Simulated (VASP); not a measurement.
Consider the following.

```xyz
2
Lattice="0.0000 2.6656 2.6656 2.6656 0.0000 2.6656 2.6656 2.6656 0.0000" Properties=species:S:1:pos:R:3 pbc="T T T"
Cu     0.0000     0.0000     0.0000
Cl     1.3328     1.3328     1.3328
```

Computed with vdW-DF-cx, VASP's PBE PAW potentials (set 64) (plane waves; VASP). Run with 520 eV cut-off, Gaussian smearing of 0.050 eV, potentials Cu Cl.

Q: Give the energies of bands 2 to 11 at the high-symmetry points, in eV from the valence-band maximum.

A: 
```json
[
 {"band": "2", "Γ": "-5.09", "X": "-6.82", "U": "-6.47", "L": "-6.88", "W": "-6.25"},
 {"band": "3", "Γ": "-5.09", "X": "-5.20", "U": "-5.80", "L": "-5.07", "W": "-5.97"},
 {"band": "4", "Γ": "-5.09", "X": "-5.20", "U": "-5.14", "L": "-5.07", "W": "-5.29"},
 {"band": "5", "Γ": "-1.65", "X": "-1.81", "U": "-1.91", "L": "-1.57", "W": "-1.88"},
 {"band": "6", "Γ": "-1.65", "X": "-1.52", "U": "-1.57", "L": "-1.57", "W": "-1.75"},
 {"band": "7", "Γ": "0.00", "X": "-1.45", "U": "-1.48", "L": "-1.51", "W": "-1.46"},
 {"band": "8", "Γ": "0.00", "X": "-1.23", "U": "-1.14", "L": "-0.63", "W": "-1.24"},
 {"band": "9", "Γ": "0.00", "X": "-1.23", "U": "-0.98", "L": "-0.63", "W": "-0.88"},
 {"band": "10", "Γ": "0.59", "X": "3.37", "U": "4.20", "L": "2.96", "W": "5.05"},
 {"band": "11", "Γ": "6.74", "X": "4.55", "U": "5.27", "L": "6.96", "W": "5.46"}
]
```

The gap is direct, 0.59 eV, from the valence maximum at Γ to the conduction minimum at Γ.

Measured: gap 3.39 eV at 2 K (computed value off by -2.80 eV), as given by arXiv:1206.3780.

The compound is CuCl in the zinc blende structure. It was relaxed first.
